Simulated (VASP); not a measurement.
Input:

```xyz
4
Lattice="4.1138 0.0000 0.0000 0.0000 4.1138 0.0000 0.0000 0.0000 5.0877" Properties=species:S:1:pos:R:3 pbc="T T T"
Pb     2.0569     0.0000     3.8759
Pb     0.0000     2.0569     1.2118
O      2.0569     2.0569     0.0000
O      0.0000     0.0000     0.0000
```

Method: PBE GGA with D3 dispersion (Becke-Johnson damping), VASP's PBE PAW potentials (set 64) (plane waves; VASP). Settings: 520 eV cut-off, 6×6×5 Γ-centred mesh, Gaussian smearing of 0.050 eV, potentials Pb_d O.

Question: The ions and cell shape at fixed volume are relaxed. Give the cell that the relaxation ends in.

Answer: 
```xyz
4
Lattice="4.0505 0.0000 0.0000 0.0000 4.0505 0.0000 0.0000 0.0000 5.2480" Properties=species:S:1:pos:R:3 pbc="T T T"
Pb     2.0253     0.0000     4.0572
Pb     0.0000     2.0253     1.1908
O      2.0253     2.0253     0.0000
O      0.0000     0.0000     0.0000
```
Space group P4/nmm (129), at a tolerance of 0.03 Å.

Question: How much energy does the relaxation gain?

Answer: The energy (σ→0) changes by -11.4 meV/atom, in 8 ionic steps.

```
step  E(σ→0) (eV)  max force (eV/Å)  pressure (GPa)  volume (Å³)
----  -----------  ----------------  --------------  -----------
1        -22.3385             0.665           -3.99        86.10
2        -22.3688             0.235           -2.61        86.10
3        -22.3739             0.024           -1.75        86.10
4        -22.3785             0.025           -1.55        86.10
5        -22.3840             0.022           -1.07        86.10
6        -22.3842             0.020           -0.98        86.10
7        -22.3842             0.020           -0.99        86.10
8        -22.3842             0.007           -1.07        86.10
```

The compound is PbO in the litharge structure. This cell is one point of a volume scan, at 1.06 of the reference volume. Symmetry was kept, so distortions that lower it aren't found.
